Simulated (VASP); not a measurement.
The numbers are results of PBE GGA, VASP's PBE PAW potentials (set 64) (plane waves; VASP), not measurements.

VASP input:

### KPOINTS
```
Automatic mesh
0
Gamma
4 4 4
0 0 0
```

### POSCAR
```
PrCl3
1
    5.3426550000     0.0000000000     0.0000000000
    0.0000000000     5.3426550000     0.0000000000
    0.0000000000     0.0000000000     5.3426550000
Pr Cl
1 3
Direct
  0.0000000000   0.0000000000   0.0000000000
  0.5000000000   0.0000000000   0.0000000000
  0.0000000000   0.0000000000   0.5000000000
  0.0000000000   0.5000000000   0.0000000000
```

**INCAR**
```
# general
SYSTEM  = PrCl3
PREC    = Accurate
ENCUT   = 400
LREAL   = .False.   # projection in real space or not
LASPH   = .True.   # aspherical one-centre terms

# electronic loop
EDIFF   = 1E-6   # SCF stop (eV)
NELM    = 100   # most electronic steps
ALGO    = Fast
LMAXMIX = 6

# smearing
ISMEAR  = 0   # Gaussian
SIGMA   = 0.05   # width (eV)

# functional
GGA     = PE   # PBE

# ions
ISIF    = 2

# output
LWAVE   = .False.
LCHARG  = .False.
```

POTCAR, in this order: Pr_3 Cl (PBE.64 set). Program: vasp_std.

Output of the run:

OSZICAR:
```
       N       E                     dE             d eps       ncg     rms          rms(c)
DAV:   1     0.250562728993E+03    0.25056E+03   -0.12246E+04   400   0.111E+03
DAV:   2     0.849690414087E+00   -0.24971E+03   -0.24125E+03   568   0.259E+02
DAV:   3    -0.185307069215E+02   -0.19380E+02   -0.19286E+02   472   0.801E+01
DAV:   4    -0.194981626830E+02   -0.96746E+00   -0.96691E+00   704   0.153E+01
DAV:   5    -0.195060294808E+02   -0.78668E-02   -0.78658E-02   492   0.151E+00    0.736E+00
RMM:   6    -0.189498253352E+02    0.55620E+00   -0.11635E+00   425   0.520E+00    0.462E+00
RMM:   7    -0.189315418411E+02    0.18283E-01   -0.10287E+00   456   0.471E+00    0.220E+00
RMM:   8    -0.189461660662E+02   -0.14624E-01   -0.25279E-01   449   0.277E+00    0.788E-01
RMM:   9    -0.189313038141E+02    0.14862E-01   -0.64293E-02   503   0.134E+00    0.229E-01
RMM:  10    -0.189336190959E+02   -0.23153E-02   -0.23925E-02   556   0.636E-01    0.212E-01
RMM:  11    -0.189342948089E+02   -0.67571E-03   -0.64087E-03   593   0.313E-01    0.269E-01
RMM:  12    -0.189349092237E+02   -0.61441E-03   -0.34593E-03   517   0.347E-01    0.175E-01
RMM:  13    -0.189345404361E+02    0.36879E-03   -0.30629E-03   532   0.261E-01    0.931E-02
RMM:  14    -0.189345455812E+02   -0.51451E-05   -0.50684E-04   569   0.108E-01    0.770E-02
RMM:  15    -0.189345746387E+02   -0.29057E-04   -0.21824E-04   586   0.722E-02    0.767E-02
RMM:  16    -0.189345985153E+02   -0.23877E-04   -0.87350E-05   586   0.472E-02    0.712E-02
RMM:  17    -0.189346007153E+02   -0.22000E-05   -0.41155E-05   514   0.235E-02    0.635E-02
RMM:  18    -0.189345857248E+02    0.14990E-04   -0.34740E-05   538   0.272E-02    0.441E-02
RMM:  19    -0.189345768002E+02    0.89246E-05   -0.27704E-05   535   0.229E-02    0.296E-02
RMM:  20    -0.189345707277E+02    0.60725E-05   -0.20897E-05   574   0.223E-02    0.143E-02
RMM:  21    -0.189345686805E+02    0.20472E-05   -0.13377E-05   549   0.201E-02    0.295E-03
RMM:  22    -0.189345689161E+02   -0.23554E-06   -0.57512E-06   345   0.109E-02
   1 F= -.18934569E+02 E0= -.18934569E+02  d E =-.238722E-12
```

### OUTCAR
```
------------------------ aborting loop because EDIFF is reached ----------------------------------------
  FORCE on cell =-STRESS in cart. coord.  units (eV):
  Direction    XX          YY          ZZ          XY          YZ          ZX
  --------------------------------------------------------------------------------------
  Total        4.0907539      4.0907539      4.0907539      0.0000000      0.0000000     -0.0000000
  in kB       42.9776375     42.9776375     42.9776375      0.0000000      0.0000000     -0.0000000
  external PRESSURE =      42.9776375 kB  Pullay stress =       0.0000000 kB
  volume of cell :      152.50
      direct lattice vectors                 reciprocal lattice vectors
     5.342655000  0.000000000  0.000000000     0.187172857  0.000000000  0.000000000
     0.000000000  5.342655000  0.000000000     0.000000000  0.187172857  0.000000000
     0.000000000  0.000000000  5.342655000     0.000000000  0.000000000  0.187172857
 POSITION                                       TOTAL-FORCE (eV/Angst)
 -----------------------------------------------------------------------------------
      0.00000      0.00000      0.00000         0.000000      0.000000      0.000000
      2.67133      0.00000      0.00000         0.000000      0.000000      0.000000
      0.00000      0.00000      2.67133         0.000000      0.000000      0.000000
      0.00000      2.67133      0.00000         0.000000      0.000000      0.000000
 -----------------------------------------------------------------------------------
    total drift:                               -0.000000     -0.000000     -0.000000
  FREE ENERGIE OF THE ION-ELECTRON SYSTEM (eV)
  ---------------------------------------------------
  free  energy   TOTEN  =       -18.9345689161 eV

  energy  without entropy=      -18.9345689161  energy(sigma->0) =      -18.93456892
```
(Selected blocks of OUTCAR.)

The 4f electrons are frozen in the core of the lanthanide potential, so 4f levels, which can set the real gap, and their magnetism are missing.

The structure was generated: PrCl3 was put into the ReO3 type (Pm-3m), which need not be its known phase. The cell was not relaxed at this level. The run is one of a series of settings (ALGO = Fast against the base run), some of them coarse on purpose.
